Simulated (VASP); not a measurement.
Calculation: PBE GGA, VASP's PBE PAW potentials (set 64) (plane waves; VASP).

Input for VASP

### INCAR
```
SYSTEM = LaGe2
PREC = Accurate; ENCUT = 300; LREAL = F
LASPH = T
EDIFF = 1E-6; NELM = 100; ALGO = Normal
LMAXMIX = 6
ISMEAR = 0; SIGMA = 0.1
GGA = PE
ISIF = 2
LWAVE = F; LCHARG = F
```

KPOINTS:
```
Automatic
0
gamma
 3 3 3
```

POSCAR:
```
LaGe2
1.0
  0.0000000000   4.8402700000   5.0061970000
  2.8103320000   0.0000000000   5.0061970000
  2.8103320000   4.8402700000   0.0000000000
Ge La
4 2
Cart
  2.8103320000   6.4230382900   5.0061970000
  2.8103320000   3.2575017100   5.0061970000
  4.2154980000   5.6776367100   7.5092955000
  4.2154980000   8.8431732900   7.5092955000
  0.0000000000   0.0000000000   0.0000000000
  1.4051660000   2.4201350000   2.5030985000
```

POTCAR, in this order: Ge_d La (PBE.64 set). Program: vasp_std.

The resulting files:

OSZICAR:
```
       N       E                     dE             d eps       ncg     rms          rms(c)
DAV:   1     0.775035763333E+03    0.77504E+03   -0.24248E+04   750   0.275E+03
DAV:   2     0.167580223237E+03   -0.60746E+03   -0.56755E+03   856   0.642E+02
DAV:   3    -0.128083368163E+02   -0.18039E+03   -0.17649E+03  1112   0.263E+02
DAV:   4    -0.284136825535E+02   -0.15605E+02   -0.15113E+02  1212   0.767E+01
DAV:   5    -0.296804868864E+02   -0.12668E+01   -0.12273E+01  1400   0.242E+01    0.592E+00
DAV:   6    -0.294592008720E+02    0.22129E+00   -0.25951E+00  1232   0.997E+00    0.307E+00
DAV:   7    -0.294489646440E+02    0.10236E-01   -0.29839E-01  1352   0.394E+00    0.140E+00
DAV:   8    -0.294465657184E+02    0.23989E-02   -0.66644E-02  1280   0.184E+00    0.193E-01
DAV:   9    -0.294470858402E+02   -0.52012E-03   -0.70874E-03  1280   0.809E-01    0.101E-01
DAV:  10    -0.294472412225E+02   -0.15538E-03   -0.10144E-03  1384   0.219E-01    0.233E-02
DAV:  11    -0.294472464249E+02   -0.52024E-05   -0.11032E-04  1320   0.769E-02    0.832E-03
DAV:  12    -0.294472466245E+02   -0.19956E-06   -0.14907E-05  1232   0.310E-02    0.261E-03
DAV:  13    -0.294472466608E+02   -0.36367E-07   -0.12736E-06   552   0.119E-02
   1 F= -.29447247E+02 E0= -.29424316E+02  d E =-.458609E-01
```

**OUTCAR**
```
------------------------ aborting loop because EDIFF is reached ----------------------------------------
  FORCE on cell =-STRESS in cart. coord.  units (eV):
  Direction    XX          YY          ZZ          XY          YZ          ZX
  --------------------------------------------------------------------------------------
  Total        2.9630440      1.5446005      8.2710112      0.0000000      0.0000000      0.0000000
  in kB       34.8564805     18.1702791     97.2980292      0.0000000      0.0000000      0.0000000
  external PRESSURE =      50.1082629 kB  Pullay stress =       0.0000000 kB
  volume of cell :      136.20
      direct lattice vectors                 reciprocal lattice vectors
     0.000000000  4.840270000  5.006197000    -0.177914923  0.103300023  0.099876213
     2.810332000  0.000000000  5.006197000     0.177914923 -0.103300023  0.099876213
     2.810332000  4.840270000  0.000000000     0.177914923  0.103300023 -0.099876213
 POSITION                                       TOTAL-FORCE (eV/Angst)
 -----------------------------------------------------------------------------------
      2.81033      6.42304      5.00620        -0.000000     -0.614898      0.000000
      2.81033      3.25750      5.00620        -0.000000      0.614898      0.000000
      4.21550      5.67764      7.50930         0.000000      0.614898     -0.000000
      4.21550      8.84317      7.50930         0.000000     -0.614898     -0.000000
      0.00000      0.00000      0.00000        -0.000000      0.000000      0.000000
      1.40517      2.42014      2.50310         0.000000      0.000000     -0.000000
 -----------------------------------------------------------------------------------
    total drift:                               -0.000000     -0.000000     -0.000000
  FREE ENERGIE OF THE ION-ELECTRON SYSTEM (eV)
  ---------------------------------------------------
  free  energy   TOTEN  =       -29.4472466608 eV

  energy  without entropy=      -29.4013857325  energy(sigma->0) =      -29.42431620
```
(Selected blocks of OUTCAR.)

At this cut-off the stress carries a Pulay error, which pulls relaxed volumes low.

The structure was generated: LaGe2 was put into an ordered model structure, which need not be its known phase. The cell was not relaxed at this level. The k-mesh is coarse (spacing up to 0.48 per Å, 2π included), so the numbers may not be converged in it.
